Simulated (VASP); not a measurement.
# Lattice of YAlBMo across functionals and dispersion corrections, part 2 of 4

Aim: relax YAlBMo with several functionals and dispersion schemes, and compare the cells. The cell is invented: it takes the structure of a Materials Project entry for YB2Mo (space group 38 there), with some of its atoms replaced by other elements, volume scaled by an estimate. It may not be a known or stable phase. LASPH is on for some levels and off for others; the table marks which.

VASP 6.6.1, plane waves and PAW; the level of theory is named at each step.

Still holding for the runs below: This run has no spin polarisation. Its electron count is odd, so without a moment it is a metal by construction. The k-mesh is coarse for a metal.

So far. Step 2 (Rough relaxation of the start cell): It ends with a largest force of 0.031 eV/Å and a pressure of 0.20 GPa.

### 3. Second relaxation

Level of this step: PBE; plane waves and PAW (Mo_sv, Y_sv, Al, B); invented cell (VASP).

A relaxation keeps the plane waves of the cell it began with, so it is repeated from the new cell, on a basis made for it.

Contents of INCAR:

```
SYSTEM = YAlBMo
PREC = Normal
ENCUT = 420
EDIFF = 1E-05
NELM = 60
ISMEAR = -1
SIGMA = 0.05
LREAL = .FALSE.
ALGO = Fast
GGA = PE
NBANDS = 21
LORBIT = 11
LWAVE = .FALSE.
LCHARG = .FALSE.
KPAR = 2
IBRION = 2
NSW = 40
ISIF = 3
EDIFFG = -0.04
```

Contents of POSCAR:

```
YAlBMo
1.0
    3.1420987709      0.0000000000      0.0000000000
    0.0000000000      1.5753403342      6.8048356526
    0.0000000000     -1.5753403342      6.8048356526
Mo Y Al B
1 1 1 1
Direct
    0.5000000000      0.8689352489      0.8689352489
    0.0000000000      0.2004428745      0.2004428745
    0.5000000000      0.5308043924      0.5308043924
    0.0000000000      0.3998174843      0.3998174843
```

Contents of KPOINTS:

```
Automatic mesh
0
Gamma
5 5 5
0 0 0
```

The projector-augmented-wave data sets are Mo_sv, Y_sv, Al and B (PBE family, release 64).

The run is started by

```console
$ mpirun -np 2 vasp_std
```

The log of the run:

```text
[... set-up lines as in an earlier step ...]
 entering main loop
       N       E                     dE             d eps       ncg     rms          rms(c)
DAV:   1     0.188759581714E+03    0.18876E+03   -0.14991E+04  1142   0.119E+03
DAV:   2    -0.217082799617E+02   -0.21047E+03   -0.20349E+03  1330   0.338E+02
DAV:   3    -0.310706066762E+02   -0.93623E+01   -0.91311E+01  1984   0.565E+01
DAV:   4    -0.312759448415E+02   -0.20534E+00   -0.20491E+00  1372   0.703E+00
DAV:   5    -0.312818128673E+02   -0.58680E-02   -0.58673E-02  1585   0.105E+00    0.365E+01
RMM:   6    -0.284501216380E+02    0.28317E+01   -0.11466E+01  1139   0.169E+01    0.209E+01
RMM:   7    -0.285001821864E+02   -0.50061E-01   -0.20479E+00  1317   0.734E+00    0.143E+01
RMM:   8    -0.285312167809E+02   -0.31035E-01   -0.14173E+00  1290   0.609E+00    0.321E+00
RMM:   9    -0.283473823123E+02    0.18383E+00   -0.27919E-01  1314   0.314E+00    0.990E-01
RMM:  10    -0.283547844979E+02   -0.74022E-02   -0.10950E-01  1513   0.117E+00    0.726E-01
RMM:  11    -0.283548297947E+02   -0.45297E-04   -0.18709E-02  1489   0.591E-01    0.282E-01
RMM:  12    -0.283551080692E+02   -0.27827E-03   -0.66555E-03  1545   0.370E-01    0.138E-01
RMM:  13    -0.283552789530E+02   -0.17088E-03   -0.23628E-03  1575   0.185E-01    0.120E-01
RMM:  14    -0.283553038296E+02   -0.24877E-04   -0.69035E-04  1445   0.131E-01    0.419E-02
RMM:  15    -0.283553358564E+02   -0.32027E-04   -0.30553E-04  1394   0.625E-02    0.218E-02
RMM:  16    -0.283553450016E+02   -0.91453E-05   -0.96199E-05  1121   0.361E-02
   1 F= -.28355345E+02 E0= -.28343878E+02  d E =-.283553E+02
 curvature:   0.00 expect dE= 0.000E+00 dE for cont linesearch  0.000E+00
 trial: gam= 0.00000 g(F)=  0.104E-03 g(S)=  0.157E-02 ort = 0.000E+00 (trialstep = 0.100E+01)
 search vector abs. value=  0.167E-02
 bond charge predicted
       N       E                     dE             d eps       ncg     rms          rms(c)
DAV:   1    -0.283701932449E+02   -0.14857E-01   -0.32263E-01  1383   0.487E+00    0.110E+00
RMM:   2    -0.283618555039E+02    0.83377E-02   -0.70907E-02  1212   0.163E+00    0.523E-01
RMM:   3    -0.283564214063E+02    0.54341E-02   -0.89744E-03  1193   0.623E-01    0.240E-01
RMM:   4    -0.283558078084E+02    0.61360E-03   -0.28392E-03  1352   0.320E-01    0.139E-01
RMM:   5    -0.283558335925E+02   -0.25784E-04   -0.11383E-03  1499   0.177E-01    0.634E-02
RMM:   6    -0.283558865910E+02   -0.52998E-04   -0.35773E-04  1543   0.817E-02    0.329E-02
RMM:   7    -0.283559055955E+02   -0.19005E-04   -0.11518E-04  1244   0.427E-02    0.153E-02
RMM:   8    -0.283559097839E+02   -0.41884E-05   -0.41003E-05  1021   0.299E-02
   2 F= -.28355910E+02 E0= -.28344254E+02  d E =-.564782E-03
[...]
3 F= -.28355966E+02 E0= -.28344346E+02  d E =-.621006E-03
 curvature:  -0.39 expect dE=-0.227E-03 dE for cont linesearch -0.203E-05
 trial: gam= 0.40483 g(F)=  0.183E-03 g(S)=  0.400E-03 ort =-0.933E-04 (trialstep = 0.956E+00)
 search vector abs. value=  0.781E-03
 bond charge predicted
       N       E                     dE             d eps       ncg     rms          rms(c)
DAV:   1    -0.283577121183E+02   -0.17486E-02   -0.79038E-02  1199   0.237E+00    0.283E-01
RMM:   2    -0.283565722384E+02    0.11399E-02   -0.34432E-03  1230   0.416E-01    0.114E-01
RMM:   3    -0.283563406362E+02    0.23160E-03   -0.94371E-04  1323   0.186E-01    0.713E-02
RMM:   4    -0.283562697985E+02    0.70838E-04   -0.34969E-04  1431   0.121E-01    0.408E-02
RMM:   5    -0.283562666625E+02    0.31360E-05   -0.90662E-05  1300   0.617E-02
   4 F= -.28356267E+02 E0= -.28344610E+02  d E =-.300655E-03
 trial-energy change:   -0.000301  1 .order   -0.000363   -0.000521   -0.000205
 step:   1.5732(harm=  1.5732)  dis= 0.00427  next Energy=   -28.356395 (dE=-0.429E-03)
 reached required accuracy - stopping structural energy minimisation
```

Run time: 20 s. Hardware: 2 MPI ranks of AMD EPYC 9R45, shared host; peak memory 0.33 GiB; 39 s of CPU time.

From OUTCAR (step 3):

```text
  LATTYP: Found a base centered orthorhombic cell.
 ALAT       =     3.1506806684
 B/A-ratio  =     4.3195971720
 C/A-ratio  =     0.9972761767

The static configuration has the point symmetry C_2v.

 Found     27 irreducible k-points:

   dimension x,y,z NGX =    16 NGY =   36 NGZ =   36
   dimension x,y,z NGXF=    32 NGYF=   72 NGZF=   72

   ENCUT  =  420.0 eV  30.87 Ry    5.56 a.u.   5.25 11.67 11.67*2*pi/ulx,y,z

   NELECT =      31.0000    total number of electrons

 E-fermi :   6.7155

 k-point     1 :       0.0000    0.0000    0.0000
  band No.  band energies     occupation
    ...
     12       4.1593      2.00000
     13       5.4720      2.00000
     14       6.4439      1.99129
     15       6.5685      1.89969
     16       6.7084      1.07093
     17       7.5839      0.00000
     18       7.8885      0.00000
     19       9.1421      0.00000
     20       9.2112      0.00000
     21      11.4455      0.00000

 k-point     2 :       0.2000    0.0000    0.0000
  band No.  band energies     occupation
    ...
     11       3.2987      2.00000
     12       3.7292      2.00000
     13       5.5828      2.00000
     14       5.5876      2.00000
     15       6.2198      1.99990
     16       7.0251      0.00409
     17       7.0312      0.00362
     18       7.7535      0.00000
     19       8.7862      0.00000
     20       9.5974      0.00000
    ...

  Total       -0.0186472     -0.0549601     -0.0248956      0.0000000      0.0000000      0.0000000
  in kB       -0.4420150     -1.3027827     -0.5901298      0.0000000      0.0000000      0.0000000
  external PRESSURE =      -0.7783092 kB  Pullay stress =       0.0000000 kB

  energy-cutoff  :      420.00
  volume of cell :       67.59
      direct lattice vectors                 reciprocal lattice vectors
     3.139649249  0.000000000  0.000000000     0.318506916  0.000000000  0.000000000
     0.000000000  1.574036907  6.838489950     0.000000000  0.317654559  0.073115557
     0.000000000 -1.574036907  6.838489950     0.000000000 -0.317654559  0.073115557

 POSITION                                       TOTAL-FORCE (eV/Angst)
 -----------------------------------------------------------------------------------
      1.56982      0.00000     11.88262         0.000000      0.000000     -0.003496
      0.00000      0.00000      2.74484         0.000000      0.000000      0.037535
      1.56982      0.00000      7.25720         0.000000      0.000000     -0.024138
      0.00000      0.00000      5.46930         0.000000      0.000000     -0.009901
 -----------------------------------------------------------------------------------
    total drift:                                0.000000     -0.000000      0.004389

  FREE ENERGIE OF THE ION-ELECTRON SYSTEM (eV)
  ---------------------------------------------------
  free  energy   TOTEN  =       -28.3562666625 eV

  energy  without entropy=      -28.3329535053  energy(sigma->0) =      -28.34461008

 total charge
# of ion       s       p       d       f       tot
--------------------------------------------------
    1        2.321   6.196   3.959   0.000  12.475
    2        2.257   6.381   1.108   0.032   9.777
    3        0.416   0.368   0.000   0.000   0.784
    4        0.726   1.087   0.000   0.000   1.813
--------------------------------------------------
tot          5.720  14.031   5.067   0.032  24.850

[... 3 parts as in an earlier step ...]

[... 7 further parts left out ...]
```

CONTCAR:

```
YAlBMo
   1.00000000000000
     3.1396492490661090    0.0000000000000000    0.0000000000000000
     0.0000000000000000    1.5740369070005129    6.8384899502786354
     0.0000000000000000   -1.5740369070005129    6.8384899502786354
  Mo              Y               Al              B
     1     1     1     1
Direct
     0.5000000000000000    0.8688044232053719    0.8688044232053719
     0.0000000000000000    0.2006907573828753    0.2006907573828753
     0.5000000000000000    0.5306142169956521    0.5306142169956521
     0.0000000000000000    0.3998906025161025    0.3998906025161025
```

Relaxation path:

| step | energy less that of the first step (eV) | largest force (eV/Å) | pressure (GPa) | volume (Å³) |
| --- | --- | --- | --- | --- |
| 1 | 0.0000 | 0.0302 | 0.36 | 67.37 |
| 2 | -0.0006 | 0.0559 | -0.32 | 67.73 |
| 3 | -0.0006 | 0.0478 | -0.20 | 67.65 |
| 4 | -0.0009 | 0.0375 | -0.08 | 67.59 |

| conventional cell, symmetrised | before | after | change |
| --- | --- | --- | --- |
| a (Å) | 3.142 | 3.140 | -0.1 % |
| b (Å) | 3.151 | 3.148 | -0.1 % |
| c (Å) | 13.610 | 13.677 | +0.5 % |
| volume (Å³/atom) | 16.84 | 16.90 | +0.3 % |

Final coordinates:

```cif
data_structure
_symmetry_space_group_name_H-M 'P 1'
_symmetry_Int_Tables_number 1
_cell_length_a 3.1396
_cell_length_b 7.0173
_cell_length_c 7.0173
_cell_angle_alpha 25.924
_cell_angle_beta 90.000
_cell_angle_gamma 90.000
_cell_volume 67.59
loop_
_atom_site_label
_atom_site_type_symbol
_atom_site_fract_x
_atom_site_fract_y
_atom_site_fract_z
_atom_site_occupancy
Mo1 Mo 0.50000 0.86880 0.86880 1
Y2 Y 0.00000 0.20069 0.20069 1
Al3 Al 0.50000 0.53061 0.53061 1
B4 B 0.00000 0.39989 0.39989 1
```

Numbers from this step:

```
free energy (TOTEN)             : -28.36 eV
energy at zero smearing         : -28.34 eV
Fermi energy                    : 6.715 eV
pressure                        : -0.07783 GPa
SCF cycles over all ionic steps : 34
```

It ends with a largest force of 0.038 eV/Å and a pressure of -0.08 GPa.

### 4. Relaxation with PBE

Properties are meant for the cell that this level of theory prefers, so cell and atoms are relaxed first (ISIF = 3) until forces and stress are small; EDIFFG sets the threshold.

Contents of INCAR:

```
SYSTEM = YAlBMo
PREC = Accurate
ENCUT = 520
EDIFF = 1E-06
NELM = 100
ISMEAR = -1
SIGMA = 0.05
LREAL = .FALSE.
ALGO = Normal
GGA = PE
NBANDS = 21
LORBIT = 11
LWAVE = .FALSE.
LCHARG = .FALSE.
KPAR = 2
IBRION = 2
NSW = 60
ISIF = 3
EDIFFG = -0.01
```

Contents of POSCAR:

```
YAlBMo
1.0
    3.1396492491      0.0000000000      0.0000000000
    0.0000000000      1.5740369070      6.8384899503
    0.0000000000     -1.5740369070      6.8384899503
Mo Y Al B
1 1 1 1
Direct
    0.5000000000      0.8688044232      0.8688044232
    0.0000000000      0.2006907574      0.2006907574
    0.5000000000      0.5306142170      0.5306142170
    0.0000000000      0.3998906025      0.3998906025
```

Contents of KPOINTS:

```
Automatic mesh
0
Gamma
7 7 7
0 0 0
```

The run is started by

```console
$ mpirun -np 2 vasp_std
```

The log of the run:

```text
[... set-up lines as in an earlier step ...]
 entering main loop
       N       E                     dE             d eps       ncg     rms          rms(c)
DAV:   1     0.213381524678E+03    0.21338E+03   -0.16641E+04  2712   0.140E+03
DAV:   2    -0.203157011224E+02   -0.23370E+03   -0.22590E+03  3085   0.370E+02
DAV:   3    -0.310478486723E+02   -0.10732E+02   -0.10412E+02  4771   0.617E+01
DAV:   4    -0.312762917557E+02   -0.22844E+00   -0.22773E+00  3254   0.767E+00
DAV:   5    -0.312831888854E+02   -0.68971E-02   -0.68959E-02  3839   0.114E+00    0.364E+01
DAV:   6    -0.286067409052E+02    0.26764E+01   -0.15350E+01  3045   0.211E+01    0.196E+01
DAV:   7    -0.287922391584E+02   -0.18550E+00   -0.45287E+00  3395   0.115E+01    0.165E+01
DAV:   8    -0.284445773481E+02    0.34766E+00   -0.34440E+00  3063   0.860E+00    0.387E+00
DAV:   9    -0.283520157466E+02    0.92562E-01   -0.33232E-01  3386   0.314E+00    0.992E-01
DAV:  10    -0.283527371435E+02   -0.72140E-03   -0.17682E-02  3224   0.821E-01    0.620E-01
DAV:  11    -0.283525440096E+02    0.19313E-03   -0.31025E-03  3133   0.414E-01    0.369E-01
DAV:  12    -0.283524925281E+02    0.51482E-04   -0.37454E-04  3232   0.118E-01    0.568E-02
DAV:  13    -0.283524792171E+02    0.13311E-04   -0.43841E-05  3287   0.462E-02    0.178E-02
DAV:  14    -0.283524786286E+02    0.58848E-06   -0.37476E-06  3079   0.121E-02
   1 F= -.28352479E+02 E0= -.28342356E+02  d E =-.283525E+02
 curvature:   0.00 expect dE= 0.000E+00 dE for cont linesearch  0.000E+00
 trial: gam= 0.00000 g(F)=  0.783E-02 g(S)=  0.183E-02 ort = 0.000E+00 (trialstep = 0.100E+01)
 search vector abs. value=  0.966E-02
 bond charge predicted
       N       E                     dE             d eps       ncg     rms          rms(c)
DAV:   1    -0.283601381816E+02   -0.76590E-02   -0.18752E+00  2688   0.120E+01    0.658E-01
DAV:   2    -0.283618719279E+02   -0.17337E-02   -0.81918E-02  2953   0.218E+00    0.372E-01
DAV:   3    -0.283596420114E+02    0.22299E-02   -0.10354E-02  3430   0.565E-01    0.290E-01
DAV:   4    -0.283590427077E+02    0.59930E-03   -0.14866E-03  3814   0.262E-01    0.127E-01
DAV:   5    -0.283590333328E+02    0.93749E-05   -0.24072E-04  4107   0.988E-02    0.736E-02
DAV:   6    -0.283590368805E+02   -0.35476E-05   -0.36435E-05  3966   0.327E-02    0.250E-02
DAV:   7    -0.283590370723E+02   -0.19179E-06   -0.47413E-06  3301   0.133E-02
   2 F= -.28359037E+02 E0= -.28348742E+02  d E =-.655844E-02
[...]
3 F= -.28360022E+02 E0= -.28349485E+02  d E =-.754309E-02
[...]
4 F= -.28360646E+02 E0= -.28350049E+02  d E =-.624384E-03
[...]
5 F= -.28360728E+02 E0= -.28350086E+02  d E =-.706395E-03
[...]
6 F= -.28360919E+02 E0= -.28350248E+02  d E =-.190479E-03
[...]
7 F= -.28360943E+02 E0= -.28350255E+02  d E =-.214621E-03
[...]
8 F= -.28360942E+02 E0= -.28350180E+02  d E =0.750328E-06
 trial-energy change:    0.000001  1 .order   -0.000007   -0.000070    0.000056
 step:   0.6263(harm=  0.7505)  dis= 0.00064  next Energy=   -28.360958 (dE=-0.155E-04)
 bond charge predicted
       N       E                     dE             d eps       ncg     rms          rms(c)
DAV:   1    -0.283611447558E+02   -0.20359E-03   -0.47626E-03  2734   0.609E-01    0.145E-01
DAV:   2    -0.283610791833E+02    0.65572E-04   -0.15747E-03  3043   0.259E-01    0.940E-02
DAV:   3    -0.283609711555E+02    0.10803E-03   -0.47054E-04  3243   0.113E-01    0.322E-02
DAV:   4    -0.283609580620E+02    0.13094E-04   -0.46599E-05  3710   0.438E-02    0.155E-02
DAV:   5    -0.283609581869E+02   -0.12496E-06   -0.80266E-06  4150   0.147E-02
   9 F= -.28360958E+02 E0= -.28350235E+02  d E =-.154527E-04
 curvature:  -0.49 expect dE=-0.661E-05 dE for cont linesearch -0.713E-06
 trial: gam= 0.00000 g(F)=  0.258E-05 g(S)=  0.108E-04 ort =-0.102E-04 (trialstep = 0.121E+01)
 search vector abs. value=  0.134E-04
 reached required accuracy - stopping structural energy minimisation
```

Elapsed: 4 min, on 2 MPI ranks; peak memory 0.71 GiB.

Parts of OUTCAR (step 4):

```text
  LATTYP: Found a base centered orthorhombic cell.
 ALAT       =     3.1480738140
 B/A-ratio  =     4.3445550227
 C/A-ratio  =     0.9973238985

The static configuration has the point symmetry C_2v.

 Found     64 irreducible k-points:

   k-points           NKPTS =     64   k-points in BZ     NKDIM =     64   number of bands    NBANDS=     21

   dimension x,y,z NGX =    24 NGY =   54 NGZ =   54
   dimension x,y,z NGXF=    48 NGYF=  108 NGZF=  108

   ENCUT  =  520.0 eV  38.22 Ry    6.18 a.u.   5.84 13.05 13.05*2*pi/ulx,y,z

   NELECT =      31.0000    total number of electrons

 E-fermi :   6.7748

 k-point     1 :       0.0000    0.0000    0.0000
  band No.  band energies     occupation
    ...
     12       4.1317      2.00000
     13       5.5187      2.00000
     14       6.4048      1.99878
     15       6.6732      1.76819
     16       6.6886      1.69723
     17       7.3799      0.00001
     18       7.8122      0.00000
     19       9.0322      0.00000
     20       9.0901      0.00000
     21      11.4410      0.00000

 k-point     2 :       0.1429    0.0000    0.0000
  band No.  band energies     occupation
    ...
     11       3.1387      2.00000
     12       3.9717      2.00000
     13       5.5803      2.00000
     14       5.9429      2.00000
     15       6.3064      1.99983
     16       6.9301      0.08586
     17       7.0019      0.02110
     18       7.6576      0.00000
     19       8.8189      0.00000
     20       9.9837      0.00000
    ...

  Total       -0.0272603     -0.0085532     -0.0089660      0.0000000      0.0000000      0.0000000
  in kB       -0.6432169     -0.2018153     -0.2115561      0.0000000      0.0000000      0.0000000
  external PRESSURE =      -0.3521961 kB  Pullay stress =       0.0000000 kB

  energy-cutoff  :      520.00
  volume of cell :       67.90
      direct lattice vectors                 reciprocal lattice vectors
     3.127209374  0.000000000  0.000000000     0.319773920  0.000000000  0.000000000
     0.000000000  1.585021803  6.849547573     0.000000000  0.315453074  0.072997522
     0.000000000 -1.585021803  6.849547573     0.000000000 -0.315453074  0.072997522

 POSITION                                       TOTAL-FORCE (eV/Angst)
 -----------------------------------------------------------------------------------
      1.56360      0.00000     11.93209         0.000000      0.000000      0.000615
      0.00000      0.00000      2.74742         0.000000      0.000000     -0.006028
      1.56360      0.00000      7.26333         0.000000      0.000000      0.003734
      0.00000      0.00000      5.45536         0.000000      0.000000      0.001679
 -----------------------------------------------------------------------------------
    total drift:                                0.000000     -0.000000      0.000257

  FREE ENERGIE OF THE ION-ELECTRON SYSTEM (eV)
  ---------------------------------------------------
  free  energy   TOTEN  =       -28.3609581869 eV

  energy  without entropy=      -28.3395122364  energy(sigma->0) =      -28.35023521

 total charge
# of ion       s       p       d       f       tot
--------------------------------------------------
    1        2.319   6.197   3.961   0.000  12.478
    2        2.252   6.371   1.106   0.030   9.760
    3        0.419   0.366   0.000   0.000   0.785
    4        0.729   1.089   0.000   0.000   1.817
--------------------------------------------------
tot          5.719  14.022   5.068   0.030  24.840

[... 2 parts as in an earlier step ...]

[... 7 further parts left out ...]
```

Step by step:

| step | energy less that of the first step (eV) | largest force (eV/Å) | pressure (GPa) | volume (Å³) |
| --- | --- | --- | --- | --- |
| 1 | 0.0000 | 0.3200 | 0.17 | 67.59 |
| 2 | -0.0066 | 0.1293 | 0.06 | 67.77 |
| 3 | -0.0075 | 0.0691 | 0.01 | 67.87 |
| 4 | -0.0082 | 0.0455 | -0.02 | 67.90 |
| 5 | -0.0082 | 0.0439 | -0.04 | 67.91 |
| 6 | -0.0084 | 0.0158 | 0.04 | 67.88 |
| 7 | -0.0085 | 0.0113 | 0.07 | 67.86 |
| 8 | -0.0085 | 0.0064 | -0.08 | 67.95 |
| 9 | -0.0085 | 0.0060 | -0.04 | 67.90 |

| conventional cell, symmetrised | before | after | change |
| --- | --- | --- | --- |
| a (Å) | 3.140 | 3.127 | -0.4 % |
| b (Å) | 3.148 | 3.170 | +0.7 % |
| c (Å) | 13.677 | 13.699 | +0.2 % |
| volume (Å³/atom) | 16.90 | 16.98 | +0.5 % |

The atoms that moved most (Å, as changes of fractional coordinates times the final cell):

| atom | dx | dy | dz | length |
| --- | --- | --- | --- | --- |
| Mo1 | 0.000 | 0.000 | 0.030 | 0.030 |
| B4 | 0.000 | 0.000 | -0.023 | 0.023 |
| Al3 | 0.000 | 0.000 | -0.006 | 0.006 |

The relaxed structure:

```xyz
4
Lattice="3.1272 0.0000 0.0000 0.0000 1.5850 6.8495 0.0000 -1.5850 6.8495" Properties=species:S:1:pos:R:3 pbc="T T T"
Mo    1.5636    0.0000   11.9321
Y     0.0000    0.0000    2.7474
Al    1.5636    0.0000    7.2633
B     0.0000    0.0000    5.4554
```

Numbers from this step:

| Property | Result |
| --- | --- |
| irreducible k-points | 64 |
| energy at zero smearing | -28.35 eV |
| Fermi energy | 6.775 eV |
| pressure | -0.03522 GPa |
| SCF cycles over all ionic steps | 64 |

It ends with a largest force of 0.006 eV/Å and a pressure of -0.04 GPa. The conventional cell has a = 3.127, b = 3.170 and c = 13.699 Å.

(Part 2 of 4 ends here.)

[Lines on the potential files, build, host, timing and source positions are cut from VASP's logs without a mark.]

[Logs are printed without paths, hosts, clocks, repeated set-up lines and the standing remarks that a program may print on its own settings, such as how far it seeks lower states.]

[Hosts, paths, dates, database ids (printed as entryN), source tags and the programs' standing remarks are cut or masked in the printed files.]

[A measured line is paired with the nearest computed mode of its activity, which favours agreement.]
